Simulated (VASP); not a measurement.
VASP input:

### POSCAR
```
ZnO
1
    1.6250000000    -2.8145830000     0.0000000000
    1.6250000000     2.8145830000     0.0000000000
    0.0000000000     0.0000000000     5.2100000000
Zn O
2 2
Direct
  0.6666670000   0.3333330000   0.5000000000
  0.3333330000   0.6666670000   0.0000000000
  0.6666670000   0.3333330000   0.8820000000
  0.3333330000   0.6666670000   0.3820000000
```

File KPOINTS:
```
Automatic
0
G
 8 8 5
```

**INCAR**
```
# general
SYSTEM  = ZnO
PREC    = Accurate
ENCUT   = 480
LREAL   = .FALSE.
LASPH   = .TRUE.

# electronic loop
EDIFF   = 1E-6
NELM    = 100
ALGO    = Normal
LMAXMIX = 4

# smearing
ISMEAR  = 0
SIGMA   = 0.05

# functional
GGA     = PE

# ions
IBRION  = 2
NSW     = 60
ISIF    = 3
EDIFFG  = -0.01

# output
LWAVE   = .FALSE.
LCHARG  = .FALSE.
```

POTCAR, in this order: Zn O (PBE.64 set). Program: vasp_std.

**Question.** Translate this PBE calculation to Ansatz.

**Answer.** One equivalent input (not run):
Ansatz 0.2 input:
```yaml
crystal:
  lattice:
    - [1.6250000, -2.8145830, 0.0000000]
    - [1.6250000, 2.8145830, 0.0000000]
    - [0.0000000, 0.0000000, 5.2100000]
  atoms:
    - { symbol: Zn, position: [0.6666670, 0.3333330, 0.5000000] }
    - { symbol: Zn, position: [0.3333330, 0.6666670, 0.0000000] }
    - { symbol: O, position: [0.6666670, 0.3333330, 0.8820000] }
    - { symbol: O, position: [0.3333330, 0.6666670, 0.3820000] }
kpoints:
  mp_grid: { grid: [8, 8, 5] }
hamiltonian:
  xc: pbe
  pseudopotentials: { kind: paw }
scf:
  occupations: { method: gaussian, width: 0.05 }
  max_iter: 100
relax:
  max_steps: 60
  f_tol: 0.01
  cell: {}
output: { forces: true, stress: true, eigenvalues: true }
```
Limits of the translation: each code has its own PAW files, so the cut-off isn't converted (ENCUT is set for VASP's; basis.ecutwfc is left out, and Ansatz then takes the one that its files recommend); Ansatz stops its SCF on the density residual and VASP on the energy change (EDIFF).

The compound is ZnO in the wurtzite structure. This run relaxes it. Symmetry was kept, so distortions that lower it aren't found.
